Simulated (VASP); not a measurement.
Crystal: SbAs2.

```
Sb As
1.0
     2.20798    1.27478    4.40119
    -2.20798    1.27478    4.40119
     0.00000   -2.54956    4.40119
Sb As
1 2
Direct
  0.00000 0.00000 0.00000
  0.71605 0.71605 0.71605
  0.28395 0.28395 0.28395
```

The cell was built by a generator and needn't be a form met in nature.

* Program: VASP 6.6.1
* Task: relaxation of cell and atoms
* Functional: PBE
* Potentials or basis: VASP PAW PBE potentials, release 64 (Sb, As)
* Cutoff: 600 eV
* k mesh: 7 × 7 × 7
* Occupations: gaussian, width 0.05 eV
* Spin: no spin polarisation

At the start: pressure 16.5 GPa; volume 24.78 Å³/atom.

Q: Where does the relaxation end?

A: Over 42 steps the energy falls by 653.0 meV/atom and the volume is 22.97 Å³/atom (-7.3 %); space group R-3m (No. 166, to 0.05 Å).

Step by step:
```
step  energy change (eV)  largest force (eV/Å)  pressure (GPa)  volume (Å³)
   1              0.0000                1.2719           16.54        74.33
   3             -0.8626                0.0780           -0.93        89.05
   5             -0.8961                0.0390           -0.72        87.39
   7             -1.3508                0.0435            2.17        74.32
   9             -1.3603                0.1746            2.57        73.69
  11             -1.3871                0.4193            2.86        72.70
  13             -1.4110                0.7025            2.49        72.68
  15             -1.4615                0.5977           -0.25        75.50
  17             -1.4688                0.5508           -1.50        77.01
  19             -1.5352                0.3513           -1.52        76.28
  21             -1.6493                0.0603           -0.81        73.03
  23             -1.7527                0.0312           -0.90        71.84
  25             -1.6452                1.9843            5.64        66.04
  27             -1.9284                0.1997            0.64        68.63
  29             -1.9346                0.1359            0.13        69.14
  31             -1.9402                0.0313           -0.78        70.04
  33             -1.9565                0.0964            0.38        68.56
  35             -1.9566                0.0845            0.28        68.67
  37             -1.9577                0.0773           -0.09        68.98
  39             -1.9588                0.0169            0.09        68.80
  41             -1.9589                0.0023           -0.07        68.96
  42             -1.9589                0.0007           -0.01        68.90
```

Final structure:
```
CELL_PARAMETERS angstrom
2.63919 1.52374 2.85537
-2.63919 1.52374 2.85537
0.00000 -3.04747 2.85537
ATOMIC_POSITIONS crystal
Sb 0.00000 0.00000 0.00000
As 0.65900 0.65900 0.65900
As 0.34100 0.34100 0.34100
```
